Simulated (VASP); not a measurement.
```yaml
crystal:
  lattice:
    - [5.85276, 0.00000, 0.00000]
    - [0.00000, 5.85276, 0.00000]
    - [0.00000, 0.00000, 5.85276]
  atoms:
    - { symbol: Cs, position: [0.00000, 0.00000, 0.00000] }
    - { symbol: Pb, position: [0.50000, 0.50000, 0.50000] }
    - { symbol: Cl, position: [0.50000, 0.00000, 0.50000] }
    - { symbol: Cl, position: [0.00000, 0.50000, 0.50000] }
    - { symbol: Cl, position: [0.50000, 0.50000, 0.00000] }
```

The numbers are results of RPBE GGA, VASP's PBE PAW potentials (set 64) (plane waves; VASP 6.6.1), not measurements. Settings: 520 eV cut-off, 4×4×4 Γ-centred mesh, tetrahedra with Blöchl corrections, potentials Cs_sv Pb_d Cl.

The cores are frozen, which limits the accuracy of field gradients.

Question: Give the principal components of the electric field gradient (V/Å²) and the asymmetry η at each nucleus.

Answer: 
```
atom    Vxx    Vyy   Vzz     η
----  -----  -----  ----  ----
Cs1     0.0    0.0   0.0     -
Pb2     0.0    0.0   0.0     -
Cl3   -46.2  -46.2  92.5  0.00
Cl4   -46.2  -46.2  92.5  0.00
Cl5   -46.2  -46.2  92.5  0.00
```

The compound is CsPbCl3 in the cubic perovskite structure, the ideal cubic form; the compound distorts at low or room temperature. It was relaxed first, which changed the volume by +14 %.
